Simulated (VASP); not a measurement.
These are PBEsol GGA, VASP's PBE PAW potentials (set 64) (plane waves; VASP) values and carry that method's errors. Each cell was relaxed at this level.

Which of these has an unstable (imaginary) mode at Γ?
(A) PbO2, P4_2/mnm (136)
(B) TiH2, I4/mmm (139)
(C) HfO2, Fm-3m (225)
(D) KCaF3, Pm-3m (221)

D, KCaF3, Pm-3m (221). Its optical Γ-point modes are 50i (×3), 50 (×3), 181 (×3), 427 (×3) cm⁻¹.
